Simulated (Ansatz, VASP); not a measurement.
# LiPS3 in two plane-wave programs

Wanted: the spread between two codes on one cell, functional and k mesh. The cell is taken from a series of runs on this material, whose earlier steps may have relaxed, scaled, displaced or heated it; both programs get it as it stands.

Program: Ansatz 0.2.0. Level of theory: plane waves, with VASP 6.6.1 beside it; PBE. Results are calculated unless marked as measured.

### Step 1. Starting point

It takes space group C2/m (No. 12, monoclinic). Conventional cell: a = 10.782 Å, b = 6.797 Å, c = 6.329 Å, α = 90.00°, β = 125.57°, γ = 90.00°. Nearest to Li lie 4 S at 2.48 to 2.53 Å. Nearest to P lie 4 S at 1.98 to 2.14 Å. Nearest to S lie 2 P at 2.14 Å. Nearest to S lie 1 P at 2.01 Å and 2 Li at 2.53 Å. Nearest to S lie 1 P at 1.98 Å and 2 Li at 2.48 Å. Farther neighbours and most contacts between anions are not listed.

### Step 2. Ansatz: G0W0 gap, PBE

Ansatz runs on its PAW soft_1 files.

Quasiparticle shifts depend on high empty states and on the cores, so they are the hardest test of two PAW sets.

input.yaml

```yaml
crystal:
  lattice:
    - [5.391066, -3.398395, 0.0]
    - [5.391066, 3.398395, 0.0]
    - [-3.681915875, 0.0, 5.1482160926]
  atoms:
    - { symbol: Li, position: [0.7616267722, 0.2383732278, 0.0] }
    - { symbol: Li, position: [0.2383732278, 0.7616267722, 0.0] }
    - { symbol: P, position: [0.1572547007, 0.1572547007, 0.5842912633] }
    - { symbol: P, position: [0.8427452993, 0.8427452993, 0.4157087367] }
    - { symbol: S, position: [0.2308999754, 0.7691000246, 0.5] }
    - { symbol: S, position: [0.7691000246, 0.2308999754, 0.5] }
    - { symbol: S, position: [0.2053790632, 0.2053790632, 0.3207477991] }
    - { symbol: S, position: [0.7946209368, 0.7946209368, 0.6792522009] }
    - { symbol: S, position: [0.3272293085, 0.3272293085, 0.9588917328] }
    - { symbol: S, position: [0.6727706915, 0.6727706915, 0.0411082672] }
kpoints:
  mp_grid: { grid: [2, 2, 2] }
hamiltonian:
  xc: pbe
  pseudopotentials: { kind: paw, azcp: { folder: soft_1 } }
scf:
  occupations: { method: fixed }
gw:
  n_empty_bands: 777
  ecut_chi: 140
  qp_bands: [v3, c3]
  qp_kpoints: band_edges
  screening: { model: contour_deformation }
```

Launch:

```console
> ansatz run input.yaml --threads 2 --pin off --max-ram 92160MiB --backend cuda --events-out ev --progress --plain --runs-dir out --devices 1 --max-vram 13GiB
```

Numbers of over 12 decimals in the logs are rounded to 6 here.

Output:

```text
GPUs: using 1 of 1 available (devices: 1).
Engine: ansatz 0.2.0, x86_64-unknown-linux-gnu
Pseudopotentials: kind: paw
Pseudopotential: Li, paw, valence charge 3, recommended cutoff 420 eV (normal), soft_1/Li.paw.azcp
Pseudopotential: P, paw, valence charge 5, recommended cutoff 420 eV (normal), soft_1/P.paw.azcp
Pseudopotential: S, paw, valence charge 6, recommended cutoff 420 eV (normal), soft_1/S.paw.azcp
Functional definition: PBE
  parameter kappa = 0.804
  parameter beta = 0.066725
  exchange = pbe_x(kappa = kappa, mu = beta*pi^2/3)
  correlation = pbe_c(beta = beta)
device memory: the entry about to start is reckoned to put 1.9 GiB on a device that reports 49.8 GiB free (of which the cap on the GPU budget leaves the run 13.0 GiB)
GPU FFT provider: cuFFT
GPU libraries: cuBLAS 13.8.2, cuFFT 12.4.0, cuSOLVER 12.3.4
Crystal: 10 atoms, lattice volume = 188.641 Å³
Basis set: ecut = 420 eV, 3721 PW (Γ)
Bands: 36, of which v1, the nominal top of the filled ones, is band 26 counted from 1 (25 counted from 0)
Symmetry: 4 space group operations
Space group: C2/m (ITA 12), of the structure as read, at distance tolerance 5.7e-5 Å
k-points: 6 of 8
Non-local potential: Li, projectors of the file, l = 0: 3, l = 1: 2, l = 2: 1
Non-local potential: P, projectors of the file, l = 0: 2, l = 1: 2, l = 2: 1
Non-local potential: S, projectors of the file, l = 0: 2, l = 1: 2, l = 2: 1
PAW form: soft (Blöchl's): semilocal exchange-correlation on the pseudo side does not see the compensation charge
PAW one-centre angular grid: Li, 110 points (default); XC on 96 Gauss nodes
PAW one-centre angular grid: P, 110 points (default); XC on 64 Gauss nodes
PAW one-centre angular grid: S, 110 points (default); XC on 64 Gauss nodes
Initial density: superposition of atomic densities (chi_scale 0.1, normalization cell, long waves kept (reshape's long-wave potential 0.03 eV rms))
Initial wavefunctions: pseudopotential atomic-orbital guess
GPU buffer pool allocated for 91125 grid points (all kernels)
GPU transforms: local potential and band sums: pruned to the plane-wave sphere, on 45×45×45
Functional: x = pbe(κ = 0.804, μ = 0.219515), c = pbe(β = 0.066725)
SCF iter   1: F=—  HF=-7340.445532 eV  |F-HF|=—  |Δ(HF+E_count)|=         —  Δρ=4.70e-2  dr2=6.40e0  ethr=3.10e-3  ⟨swp⟩=6.0  Hψ=1059  notcnv=0  defer=44
preconditioner: auto → Resta (q_TF=auto, 2.201 Å⁻¹)  ε∞=4.2  [insulator: Δε(μ)=2.583 eV  Ē_g=10.519 eV  n_scr=26 (ndim 8)  ℏωp=18.7 eV  f_vac=0.000  ε∞_Penn≈4.2]
SCF iter   2: F=—  HF=-7338.833334 eV  |F-HF|=—  |Δ(HF+E_count)|=    1.61e0  Δρ=2.38e-2  dr2=1.37e0  ethr=3.10e-3  ⟨swp⟩=3.3  Hψ=417  notcnv=0  defer=39
SCF iter   3: F=—  HF=-7338.466232 eV  |F-HF|=—  |Δ(HF+E_count)|=   3.67e-1  Δρ=5.08e-3  dr2=6.67e-2  ethr=2.63e-3  ⟨swp⟩=3.5  Hψ=350  notcnv=0  defer=46
SCF iter   4: F=—  HF=-7338.460823 eV  |F-HF|=—  |Δ(HF+E_count)|=   5.41e-3  Δρ=1.35e-3  dr2=5.95e-3  ethr=1.28e-4  ⟨swp⟩=3.2  Hψ=371  notcnv=0  defer=48
SCF iter   5: F=—  HF=-7338.463303 eV  |F-HF|=—  |Δ(HF+E_count)|=   2.48e-3  Δρ=4.80e-4  dr2=3.71e-4  ethr=1.14e-5  ⟨swp⟩=2.8  Hψ=376  notcnv=0  defer=48
SCF iter   6: F=—  HF=-7338.463732 eV  |F-HF|=—  |Δ(HF+E_count)|=   4.29e-4  Δρ=1.06e-4  dr2=3.11e-5  ethr=7.13e-7  ⟨swp⟩=2.0  Hψ=341  notcnv=0  defer=48
SCF iter   7: F=—  HF=-7338.463744 eV  |F-HF|=—  |Δ(HF+E_count)|=   1.24e-5  Δρ=3.34e-5  dr2=2.72e-6  ethr=5.97e-8  ⟨swp⟩=2.5  Hψ=382  notcnv=0  defer=47
SCF iter   8: F=—  HF=-7338.463747 eV  |F-HF|=—  |Δ(HF+E_count)|=   2.48e-6  Δρ=9.86e-6  dr2=3.17e-7  ethr=5.24e-9  ⟨swp⟩=2.5  Hψ=383  notcnv=0  defer=47
SCF iter   9: F=-7338.463747 eV  HF=-7338.463747 eV  |F-HF|=2.35e-9  |Δ(HF+E_count)|=   1.14e-7  Δρ=2.68e-6  dr2=2.39e-8  ethr=1.92e-10  ⟨swp⟩=16.3  Hψ=1340  notcnv=0
SCF 1 converged in 9 iterations: F = -7338.463747 eV  dr2 = 2.39e-8
  greatest PAW one-centre occupation: 1.000 electrons in one spin orbital (limit 2), on the Li atom at site 1 (counted from 0), in its partial waves of l = 0
device memory: the entry about to start is reckoned to put 2.5 GiB on a device that reports 49.7 GiB free (of which the cap on the GPU budget leaves the run 13.0 GiB)
NSCF: frozen V_eff on 6 k-points
the band table was solved once the SCF had ended and its energy, with any forces and stress, was formed, with the checks that follow a solve (983 applications of the Hamiltonian). They found nothing against the state; the energy, forces and stress were not computed again (output.eigenvalues in the input reference)
device memory: the entry about to start is reckoned to put 4.5 GiB on a device that reports 48.9 GiB free (of which the cap on the GPU budget leaves the run 13.0 GiB)
NSCF: frozen V_eff on 6 k-points
G₀W₀ screening: q 1/6
[... further progress lines ...]
device memory: the entry about to start is reckoned to put 0.8 GiB on a device that reports 50.0 GiB free (of which the cap on the GPU budget leaves the run 13.0 GiB)
NSCF: frozen V_eff on 1 k-points
device memory: the entry about to start is reckoned to put 0.8 GiB on a device that reports 50.0 GiB free (of which the cap on the GPU budget leaves the run 13.0 GiB)
NSCF: frozen V_eff on 1 k-points
device memory: the entry about to start is reckoned to put 0.8 GiB on a device that reports 50.0 GiB free (of which the cap on the GPU budget leaves the run 13.0 GiB)
NSCF: frozen V_eff on 1 k-points
SCF converged after 9 iterations
Free energy (F): -7338.463747 eV
Harris-Foulkes:  -7338.463747 eV  (|F-HF|=2.35e-9)
Internal energy: -7338.463747 eV  (E = F + TS)
E sigma→0 (E₀):  -7338.463747 eV
Fermi energy:    4.861530 eV
--- Per-component energies (eV) ---
  E_band       = -215.941462
  E_kinetic    = 815.690121
  E_local      = -1255.346355  (includes V_loc(G=0)·N_el)
  E_nonlocal   = 231.082740
  E_hartree    = 373.463898
  E_xc         = -700.671082
  E_vxc        = -645.889057  (∫ρ·V_xc dr)
  E_paw        = -4815.443412  (= ΣΔE_a)
  E_vpaw       = -108.405941  (= ΣTr[D̂ρ^β])
  E_aug_tail   = 0.000513  (compensation charges beyond the density's cutoff)
  E_ewald      = -1987.240171
  E_smearing   = -0.000000  (= −TS)
  E_closure    = 0.000000  (closes the sum)
  Σ components = -7338.463747   (vs F -7338.463747, Δ=0.00e0)
--- Band table (eV; the first three rows and the last of 6) ---
  k-point 0: bands = [... 22 lower, 3.8313, 4.4196, 4.4316, 4.8615, 7.0253, 7.3899, 7.8290, 8.5021, ... 6 higher]
  k-point 1: bands = [... 22 lower, 3.9154, 3.9171, 4.0538, 4.1677, 6.5608, 7.4216, 7.4826, 8.5142, ... 6 higher]
  k-point 2: bands = [... 22 lower, 3.7480, 3.9715, 4.2120, 4.2453, 6.7316, 7.7043, 7.9289, 8.4919, ... 6 higher]
  k-point 5: bands = [... 22 lower, 3.8451, 3.9731, 4.1416, 4.3605, 7.3677, 7.5278, 8.4533, 8.5035, ... 6 higher]
--- G₀W₀: contour deformation, 7 samples at zero and on the imaginary axis and 1 off it, 8 q-points, 777 empty bands' worth ---
  eigenvalues of the whole cell's RPA ε∞ on this k-mesh (on a slab, of 1 + 4πα/V) = 5.5140, 5.7219, 7.4921; static W/v taken at q = 0 is 0.161332
  gw.qp_kpoints: band_edges: 6 of 6 stored k-points solved, in 1 pass; an edge of the gap read off the rows below is read off those points alone
    ik  band        ε_KS         Σx   Σc(E_QP)       V_xc       Z   E_QP_lin       E_QP  E_QP is
     0    24      4.4196   -18.2980     1.9840   -15.5376  0.7444     3.6313     3.6432  root
     0    25      4.4316   -18.2010     1.9298   -15.5019  0.7448     3.6506     3.6624  root
     0    26      4.8615   -18.5677     2.1441   -15.6068  0.7448     4.0318     4.0448  root
     0    27      7.0253   -10.4997    -4.1526   -15.0818  0.7492     7.4585     7.4548  root
     0    28      7.3899    -9.1955    -4.1702   -13.7725  0.7617     7.7994     7.7966  root
     0    29      7.8290   -10.5405    -4.6061   -15.7160  0.7561     8.4048     8.3984  root
     1    24      3.9171   -17.8629     2.3635   -14.6502  0.7352     3.0495     3.0679  root
     1    25      4.0538   -17.9654     2.2627   -14.8862  0.7394     3.2216     3.2373  root
     1    26      4.1677   -18.0032     2.1632   -15.0304  0.7409     3.3436     3.3580  root
     1    27      6.5608    -9.8347    -4.2268   -14.5221  0.7556     7.0251     7.0214  root
     1    28      7.4216    -7.9163    -4.2010   -12.5037  0.7726     7.8104     7.8080  root
     1    29      7.4826    -8.8257    -4.2448   -13.4846  0.7605     7.8998     7.8968  root
     2    24      3.9715   -17.8944     2.3671   -14.6774  0.7364     3.1033     3.1216  root
     2    25      4.2120   -17.9761     2.2125   -14.9244  0.7409     3.3566     3.3728  root
     2    26      4.2453   -18.1430     2.1516   -15.1879  0.7416     3.4280     3.4420  root
     2    27      6.7316    -9.3991    -4.2584   -14.1136  0.7589     7.1912     7.1876  root
     2    28      7.7043    -8.8666    -4.2180   -13.4918  0.7589     8.1148     8.1116  root
     2    29      7.9289    -9.7766    -4.5249   -14.8422  0.7558     8.4754     8.4696  root
     3    24      3.9405   -17.8391     2.3561   -14.6323  0.7363     3.0716     3.0899  root
     3    25      4.1416   -18.1989     2.2493   -15.1237  0.7399     3.3003     3.3158  root
     3    26      4.4654   -18.4196     2.1975   -15.4028  0.7432     3.6321     3.6462  root
     3    27      6.9156    -9.6562    -4.3028   -14.4273  0.7540     7.3881     7.3839  root
     3    28      7.8920    -8.7728    -4.3329   -13.5578  0.7623     8.3480     8.3441  root
     3    29      7.8997    -9.3974    -4.3015   -14.1364  0.7551     8.3410     8.3372  root
[...]
4    28      7.9298    -9.0543    -4.5924   -14.1967  0.7583     8.4858     8.4798  root
     4    29      8.0990    -8.8718    -4.3309   -13.6069  0.7562     8.5065     8.5032  root
     5    24      3.9731   -18.0720     2.3682   -14.8750  0.7339     3.1273     3.1442  root
     5    25      4.1416   -17.9736     2.2285   -14.9101  0.7399     3.2908     3.3067  root
     5    26      4.3605   -18.3336     2.2509   -15.2501  0.7420     3.5133     3.5280  root
     5    27      7.3677   -10.0610    -4.3549   -14.8998  0.7489     7.8566     7.8516  root
     5    28      7.5278    -8.9811    -4.2202   -13.6402  0.7669     7.9699     7.9667  root
     5    29      8.4533    -9.3119    -4.4811   -14.2514  0.7492     8.9168     8.9117  root
```

The column dr2 measures how far the density is from self-consistency, as an energy; F and HF (Harris–Foulkes) agree once it is small.

(Part 1 of 2 ends here.)

[Lines on the potential files, build, host, timing and source positions are cut from VASP's logs without a mark.]

[Logs are printed without paths, hosts, clocks, repeated set-up lines and the standing remarks that a program may print on its own settings, such as how far it seeks lower states.]

[Hosts, paths, dates, database ids (printed as entryN), source tags and the programs' standing remarks are cut or masked in the printed files.]
